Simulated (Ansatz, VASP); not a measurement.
# BiTe in two plane-wave programs, part 3 of 3

One calculation is typed for both programs; each brings its own data sets. How far apart do they land? The cell is taken from a series of runs on this material, whose earlier steps may have relaxed, scaled, displaced or heated it; both programs get it as it stands.

VASP 6.6.1 and Ansatz 0.2.0.

So far: The starting structure; Ansatz: zone-centre phonons, PBEsol; VASP: zone-centre phonons, PBEsol.

### 3. VASP: zone-centre phonons, PBEsol (continued)

Level of this step: PBEsol; plane waves and PAW (Bi_d, Te) (VASP).

Numbers of over 12 decimals in the logs are rounded to 6 here.

From OUTCAR (step 3):

```text
ion  position               nearest neighbor table
   1  0.258  0.742  0.250-   4 3.15   4 3.20   4 3.20   3 3.20   3 3.20   4 3.25
   2  0.742  0.258  0.750-   3 3.15   3 3.20   3 3.20   4 3.20   4 3.20   3 3.25
   3  0.235  0.765  0.750-   2 3.15   2 3.20   2 3.20   1 3.20   1 3.20   2 3.25
   4  0.765  0.235  0.250-   1 3.15   1 3.20   1 3.20   2 3.20   2 3.20   1 3.25

  LATTYP: Found a base centered orthorhombic cell.
 ALAT       =     6.3906307072
 B/A-ratio  =     1.0015173347
 C/A-ratio  =     1.0007950876

 Subroutine GETGRP returns: Found  8 space group operations
 (whereof  4 operations were pure point group operations)

The static configuration has the point symmetry C_2h.
 The point group associated with its full space group is D_2h.

 Found    155 irreducible k-points:

   k-points           NKPTS =    155   k-points in BZ     NKDIM =    155   number of bands    NBANDS=     27

   dimension x,y,z NGX =    36 NGY =   36 NGZ =   48
   dimension x,y,z NGXF=    72 NGYF=   72 NGZF=   96

   ENCUT  =  500.0 eV  36.75 Ry    6.06 a.u.   8.25  8.25 11.66*2*pi/ulx,y,z

   NELECT =      42.0000    total number of electrons

 k-points in reciprocal lattice and weights: Automatic mesh
   0.00000000  0.00000000  0.00000000       0.001
   0.10000000  0.00000000  0.00000000       0.005
   0.20000000  0.00000000  0.00000000       0.005
   0.30000000 -0.00000000  0.00000000       0.005
   0.40000000  0.00000000  0.00000000       0.005
   0.50000000 -0.00000000  0.00000000       0.003
   0.10000000  0.10000000  0.00000000       0.003
   0.20000000  0.10000000  0.00000000       0.005
   0.30000000  0.10000000  0.00000000       0.005
[...]
-0.40000000  0.40000000  0.50000000       0.003
   0.50000000  0.50000000  0.50000000       0.001

 average (electrostatic) potential at core
       1-104.0766       2-104.0766       3 -87.8603       4 -87.8603

  Total       -0.0169672     -0.0149367     -0.0289657      0.0000000      0.0000000      0.0000000
  in kB       -0.2078332     -0.1829618     -0.3548045      0.0000000      0.0000000      0.0000000
  external PRESSURE =      -0.2485332 kB  Pullay stress =       0.0000000 kB

  energy-cutoff  :      500.00
  volume of cell :      130.80
      direct lattice vectors                 reciprocal lattice vectors
     3.195315354 -3.200163716  0.000000000     0.156479078 -0.156242006  0.000000000
     3.195315354  3.200163716  0.000000000     0.156479078  0.156242006  0.000000000
     0.000000000  0.000000000  6.395711819     0.000000000  0.000000000  0.156354762

 POSITION                                       TOTAL-FORCE (eV/Angst)
 -----------------------------------------------------------------------------------
      3.19532      1.55180      1.59893         0.000000     -0.001990      0.000000
      3.19532     -1.55180      4.79678         0.000000      0.001990     -0.000000
      3.19532      1.69445      4.79678         0.000000     -0.001667     -0.000000
      3.19532     -1.69445      1.59893         0.000000      0.001667      0.000000
 -----------------------------------------------------------------------------------
    total drift:                               -0.000000     -0.000000     -0.000000

 Eigenvectors and eigenvalues of the dynamical matrix
 ----------------------------------------------------

   1 f  =    3.131819 THz    19.677798 2PiTHz  104.466230 cm-1    12.952156 meV
             X         Y         Z           dx          dy          dz
      3.195315  1.551799  1.598928    -0.000000    0.000000    0.437324
      3.195315 -1.551799  4.796784    -0.000000    0.000000    0.437324
      3.195315  1.694451  4.796784     0.000000   -0.000000   -0.555651
      3.195315 -1.694451  1.598928     0.000000   -0.000000   -0.555651

   2 f  =    3.087066 THz    19.396610 2PiTHz  102.973448 cm-1    12.767075 meV
             X         Y         Z           dx          dy          dz
      3.195315  1.551799  1.598928    -0.435004   -0.000000   -0.000000
      3.195315 -1.551799  4.796784    -0.435004    0.000000   -0.000000
      3.195315  1.694451  4.796784     0.557469   -0.000000    0.000000
      3.195315 -1.694451  1.598928     0.557469    0.000000    0.000000

   3 f  =    3.075213 THz    19.322136 2PiTHz  102.578079 cm-1    12.718055 meV
             X         Y         Z           dx          dy          dz
      3.195315  1.551799  1.598928     0.000000   -0.435114    0.000000
      3.195315 -1.551799  4.796784     0.000000   -0.435114    0.000000
      3.195315  1.694451  4.796784    -0.000000    0.557383   -0.000000
      3.195315 -1.694451  1.598928    -0.000000    0.557383   -0.000000

   4 f  =    2.320339 THz    14.579121 2PiTHz   77.398184 cm-1     9.596148 meV
             X         Y         Z           dx          dy          dz
      3.195315  1.551799  1.598928     0.000000   -0.523875    0.000000
      3.195315 -1.551799  4.796784    -0.000000    0.523875   -0.000000
      3.195315  1.694451  4.796784     0.000000   -0.474927    0.000000
      3.195315 -1.694451  1.598928    -0.000000    0.474927   -0.000000

   5 f  =    2.101427 THz    13.203654 2PiTHz   70.096053 cm-1     8.690799 meV
             X         Y         Z           dx          dy          dz
      3.195315  1.551799  1.598928    -0.000000   -0.000000    0.611765
      3.195315 -1.551799  4.796784     0.000000    0.000000   -0.611765
      3.195315  1.694451  4.796784    -0.000000   -0.000000   -0.354603
      3.195315 -1.694451  1.598928     0.000000    0.000000    0.354603

   6 f  =    2.030938 THz    12.760757 2PiTHz   67.744786 cm-1     8.399279 meV
             X         Y         Z           dx          dy          dz
      3.195315  1.551799  1.598928     0.607901    0.000000    0.000000
      3.195315 -1.551799  4.796784    -0.607901   -0.000000   -0.000000
      3.195315  1.694451  4.796784     0.361188    0.000000   -0.000000
      3.195315 -1.694451  1.598928    -0.361188    0.000000    0.000000

   7 f  =    0.902926 THz     5.673249 2PiTHz   30.118356 cm-1     3.734199 meV
             X         Y         Z           dx          dy          dz
      3.195315  1.551799  1.598928     0.000000    0.000000    0.354603
      3.195315 -1.551799  4.796784     0.000000   -0.000000   -0.354603
      3.195315  1.694451  4.796784     0.000000   -0.000000    0.611765
      3.195315 -1.694451  1.598928     0.000000    0.000000   -0.611765

   8 f  =    0.690417 THz     4.338020 2PiTHz   23.029844 cm-1     2.855335 meV
             X         Y         Z           dx          dy          dz
      3.195315  1.551799  1.598928     0.000000   -0.474927    0.000000
      3.195315 -1.551799  4.796784     0.000000    0.474927   -0.000000
      3.195315  1.694451  4.796784    -0.000000    0.523875    0.000000
      3.195315 -1.694451  1.598928     0.000000   -0.523875   -0.000000

   9 f/i=    0.001454 THz     0.009136 2PiTHz    0.048501 cm-1     0.006013 meV
             X         Y         Z           dx          dy          dz
      3.195315  1.551799  1.598928     0.000000   -0.557383    0.000000
      3.195315 -1.551799  4.796784     0.000000   -0.557383    0.000000
      3.195315  1.694451  4.796784     0.000000   -0.435114    0.000000
      3.195315 -1.694451  1.598928     0.000000   -0.435114    0.000000

  10 f/i=    0.002069 THz     0.012998 2PiTHz    0.069003 cm-1     0.008555 meV
             X         Y         Z           dx          dy          dz
      3.195315  1.551799  1.598928    -0.557469   -0.000000    0.000000
      3.195315 -1.551799  4.796784    -0.557469   -0.000000    0.000000
      3.195315  1.694451  4.796784    -0.435004   -0.000000    0.000000
      3.195315 -1.694451  1.598928    -0.435004   -0.000000    0.000000

  11 f/i=    0.010954 THz     0.068829 2PiTHz    0.365402 cm-1     0.045304 meV
             X         Y         Z           dx          dy          dz
      3.195315  1.551799  1.598928    -0.000000   -0.000000   -0.555651
      3.195315 -1.551799  4.796784    -0.000000   -0.000000   -0.555651
      3.195315  1.694451  4.796784    -0.000000   -0.000000   -0.437324
      3.195315 -1.694451  1.598928    -0.000000   -0.000000   -0.437324

  12 f/i=    0.417472 THz     2.623054 2PiTHz   13.925368 cm-1     1.726525 meV
             X         Y         Z           dx          dy          dz
      3.195315  1.551799  1.598928     0.361188   -0.000000    0.000000
      3.195315 -1.551799  4.796784    -0.361188   -0.000000    0.000000
      3.195315  1.694451  4.796784    -0.607901   -0.000000    0.000000
      3.195315 -1.694451  1.598928     0.607901   -0.000000    0.000000

 ELASTIC MODULI CONTR FROM IONIC RELAXATION (kBar)
 Direction    XX          YY          ZZ          XY          YZ          ZX
 --------------------------------------------------------------------------------
 XX          -2.6311    -13.4222     12.8006      0.0000     -0.0000      0.0000
 YY         -13.4222    -68.5121     66.8410      0.0000     -0.0000      0.0000
 ZZ          12.8006     66.8410   -121.1671     -0.0000      0.0000      0.0000
 XY           0.0000      0.0000     -0.0000     -0.0585     -0.0000      0.0000
 YZ          -0.0000     -0.0000      0.0000     -0.0000    -53.5942      0.0000
 ZX           0.0000      0.0000      0.0000      0.0000      0.0000      0.0000
 --------------------------------------------------------------------------------
```

Energies printed during the response cycles are not total energies of the cell.

### 4. Comparison

Known differences besides the potentials themselves: the data sets hold 62 valence electrons in Ansatz (on its PAW soft_1 files) and 42 in VASP; the cutoff is 420 eV in Ansatz and 500 eV in VASP; Ansatz makes its cores anew for this functional, VASP keeps those of its PBE data sets. Total energies have different zeros and are not compared.

Compared:

| quantity | Ansatz | VASP | difference |
| --- | --- | --- | --- |
| optical mode 1 (imaginary, printed as negative) (cm⁻¹) | -14.9 | -13.9 | -1.0 |
| optical mode 2 (cm⁻¹) | 22.9 | 23.0 | -0.1 |
| optical mode 3 (cm⁻¹) | 28.8 | 30.1 | -1.3 |
| optical mode 4 (cm⁻¹) | 67.2 | 67.7 | -0.83 % |
| optical mode 5 (cm⁻¹) | 68.5 | 70.1 | -2.25 % |
| optical mode 6 (cm⁻¹) | 76.8 | 77.4 | -0.72 % |
| optical mode 7 (cm⁻¹) | 102.1 | 102.6 | -0.49 % |
| optical mode 8 (cm⁻¹) | 102.5 | 103.0 | -0.42 % |
| optical mode 9 (cm⁻¹) | 103.7 | 104.5 | -0.71 % |

Modes are paired by rising frequency, not by their patterns, so a pair may set unlike modes beside each other; they are those without the splitting of longitudinal modes.

### 5. Summary of results

```json
{
 "r.m.s. difference of the optical zone-centre modes, each program's sorted by frequency (zone-centre phonons, PBEsol)": "0.87 cm⁻¹",
 "difference in optical mode 5 (zone-centre phonons, PBEsol)": "-2.2 %"
}
```

What this shows: The r.m.s. difference of the optical zone-centre modes, each program's sorted by frequency is 0.87 cm⁻¹ (zone-centre phonons, PBEsol). The data sets hold unlike numbers of valence electrons (62 in Ansatz and 42 in VASP), so part of the differences comes from the potentials. Among the rows given in per cent, the largest difference of the zone-centre phonons, PBEsol pair is in optical mode 5, -2.2 %. Such differences can come from data sets, numerical settings and the points named under the comparisons, not from the functional's error against experiment.

[Lines on the potential files, build, host, timing and source positions are cut from VASP's logs without a mark.]

[Logs are printed without paths, hosts, clocks, repeated set-up lines and the standing remarks that a program may print on its own settings, such as how far it seeks lower states.]

[Hosts, paths, dates, database ids (printed as entryN), source tags and the programs' standing remarks are cut or masked in the printed files.]
